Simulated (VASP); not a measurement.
SnSe2:

```
Sn Se
1.0
     3.84084    0.00000    0.00000
    -1.92042    3.32627    0.00000
     0.00000    0.00000    6.00733
Sn Se
1 2
Direct
  0.00000 0.00000 0.00000
  0.33333 0.66667 0.26551
  0.66667 0.33333 0.73449
```

Base run:

```yaml
Program: VASP 6.6.1
Functional: PBE-EpsX
Potentials_or_basis: VASP PAW PBE potentials, release 64 (Sn_d, Se)
Cutoff: 520 eV
k_mesh: 6 × 6 × 3
Occupations: gaussian, width 0.03 eV
Spin: no spin polarisation
```

Its results: band gap on the k mesh 0.88 eV, indirect (least direct gap 1.19 eV); pressure 1.4 GPa; largest force 0.226 eV/Å.

Problem. After a change of settings the same cell gave: band gap on the k mesh 0.51 eV, indirect (least direct gap 0.81 eV); pressure 2.4 GPa; largest force 0.072 eV/Å. Which change was it?
A. functional from PBE-EpsX to HSE06
B. functional from PBE-EpsX to PBE; further incar settings from ALGO = Normal; EDIFF = 1e-07 to ALGO = Fast; EDIFF = 1e-07
C. functional from PBE-EpsX to PBE0

Solution. B.

Caveats: spin-orbit coupling is left out, which moves the levels of the heavy elements; the PAW data sets were made with another functional, which shifts forces and pressure a little (some runs).
